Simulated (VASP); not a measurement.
A run of VASP 6.6.1:

The input POSCAR:

```
NbTe
1.0
    3.7029743866      0.0000000000      0.0000000000
   -1.8514871933      3.2068698884      0.0000000000
    0.0000000000      0.0000000000      3.6942110000
Te Nb
1 1
Direct
    0.6666666667      0.3333333333      0.0000000000
    0.0000000000      0.0000000000      0.5000000000
```

INCAR.step1

```
SYSTEM = NbTe
PREC = Accurate
ENCUT = 520
EDIFF = 1E-7
ISMEAR = -1
SIGMA = 0.05
LREAL = .FALSE.
LASPH = .TRUE.
NELM = 60
ALGO = Normal
ISIF = 2
LWAVE = .FALSE.
LCHARG = .TRUE.
LMAXMIX = 4
GGA = PS
NBANDS = 16
```

The input KPOINTS.step1:

```
Automatic mesh
0
G
  8 8 7
  0 0 0
```

The input INCAR.step2:

```
SYSTEM = NbTe
PREC = Accurate
ENCUT = 520
EDIFF = 1E-7
ISMEAR = 0
SIGMA = 0.05
LREAL = .FALSE.
LASPH = .TRUE.
NELM = 60
ALGO = Normal
ISIF = 2
LWAVE = .FALSE.
LCHARG = .FALSE.
LMAXMIX = 4
GGA = PS
NBANDS = 16
ICHARG = 11
```

File KPOINTS.step2:

```
path GMKGALHA,LM,KH
20
line-mode
reciprocal
 0.0000000000  0.0000000000  0.0000000000  G
 0.5000000000  0.0000000000  0.0000000000  M

 0.5000000000  0.0000000000  0.0000000000  M
 0.3333333333  0.3333333333  0.0000000000  K

 0.3333333333  0.3333333333  0.0000000000  K
 0.0000000000  0.0000000000  0.0000000000  G

 0.0000000000  0.0000000000  0.0000000000  G
 0.0000000000  0.0000000000  0.5000000000  A

 0.0000000000  0.0000000000  0.5000000000  A
 0.5000000000  0.0000000000  0.5000000000  L

 0.5000000000  0.0000000000  0.5000000000  L
 0.3333333333  0.3333333333  0.5000000000  H

 0.3333333333  0.3333333333  0.5000000000  H
 0.0000000000  0.0000000000  0.5000000000  A

 0.5000000000  0.0000000000  0.5000000000  L
 0.5000000000  0.0000000000  0.0000000000  M

 0.3333333333  0.3333333333  0.0000000000  K
 0.3333333333  0.3333333333  0.5000000000  H
```

Potentials or basis: VASP PAW PBE potentials, release 64 (Te, Nb_sv).

Run with:

```bash
$ cat potpaw_PBE.64/Te/POTCAR potpaw_PBE.64/Nb_sv/POTCAR > POTCAR
$ cp INCAR.step1 INCAR
$ cp KPOINTS.step1 KPOINTS
$ mpirun -np 1 vasp_std > vasp.out
$ cp INCAR.step2 INCAR
$ cp KPOINTS.step2 KPOINTS
$ mpirun -np 1 vasp_std > vasp.out
```

Hardware: 1 thread of Intel(R) Xeon(R) 6975P-C (Granite Rapids), with other jobs on the host.

Task: Estimate the wall time of this run.

Result: It took 39 s on 1 thread of Intel(R) Xeon(R) 6975P-C (Granite Rapids), on a shared host, peak memory 0.25 GiB. Counts: scf iterations 8, k points 180.
